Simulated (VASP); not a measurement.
An input for Quantum ESPRESSO's pw.x (written as the equivalent of a VASP run, and not itself run):

```
&CONTROL
  calculation = 'vc-relax'
  pseudo_dir = './pseudo'
  outdir = './out'
  tprnfor = .true.
  tstress = .true.
  nstep = 30
  forc_conv_thr = 0.00039
/
&SYSTEM
  ibrav = 0
  nat = 3
  ntyp = 2
  ecutwfc = 70
  occupations = 'smearing'
  smearing = 'gaussian'
  degauss = 0.003675
  input_dft = 'vdw-df-obk8'
/
&ELECTRONS
  conv_thr = 7.3e-09
  electron_maxstep = 100
/
&IONS
/
&CELL
  cell_dofree = 'shape'
/
ATOMIC_SPECIES
  Pb 207.200 Pb.upf
  I 126.904 I.upf
CELL_PARAMETERS angstrom
     2.3452550   -4.0621010    0.0000000
     2.3452550    4.0621010    0.0000000
     0.0000000    0.0000000    7.1915787
ATOMIC_POSITIONS crystal
  Pb   0.0000000  0.0000000  0.0000000
  I    0.3333330  0.6666670  0.2689724
  I    0.6666670  0.3333330  0.7310276
K_POINTS automatic
  6 6 3 0 0 0
```

Problem. Translate this input to VASP (INCAR, KPOINTS, POSCAR, choice of POTCAR).

Solution. This is not unique; one that fits is 
**POSCAR**
```
PbI2
1.0
  2.3452550034  -4.0621009886   0.0000000000
  2.3452550034   4.0621009886   0.0000000000
  0.0000000000   0.0000000000   7.1915787237
Pb I
1 2
direct
  0.0000000000   0.0000000000   0.0000000000
  0.3333330000   0.6666670000   0.2689724289
  0.6666670000   0.3333330000   0.7310275711
```

### INCAR
```
! general
SYSTEM   = PbI2
PREC     = Accurate
ENCUT    = 520
LREAL    = .False.
LASPH    = .True.

! electronic loop
EDIFF    = 1E-7
NELM     = 100
ALGO     = Normal
LMAXMIX  = 4

! smearing
ISMEAR   = 0
SIGMA    = 0.05

! functional
GGA      = BO
LUSE_VDW = .True.
AGGAC    = 0.0
PARAM1   = 0.1833333333
PARAM2   = 0.22

! ions
IBRION   = 2
NSW      = 30
ISIF     = 4
EDIFFG   = -0.01

! output
LWAVE    = .False.
LCHARG   = .False.
```

File KPOINTS:
```
Automatic mesh
0
Gamma
6 6 3
0 0 0
```

POTCAR, in this order: Pb_d I (PBE.64 set). Program: vasp_std.

Limits of the translation: the potentials are each code's own (VASP's PAW set, PseudoDojo norm-conserving files in pw.x), so ENCUT and ecutwfc are chosen apart and not converted; conv_thr bounds pw.x's estimated SCF error, while EDIFF bounds the energy change between steps; forc_conv_thr acts on force components and is met together with etot_conv_thr.

The compound is PbI2 in the 1T layered structure. This cell is one point of a volume scan, at 1.06 of the reference volume. Symmetry was kept, so distortions that lower it aren't found.
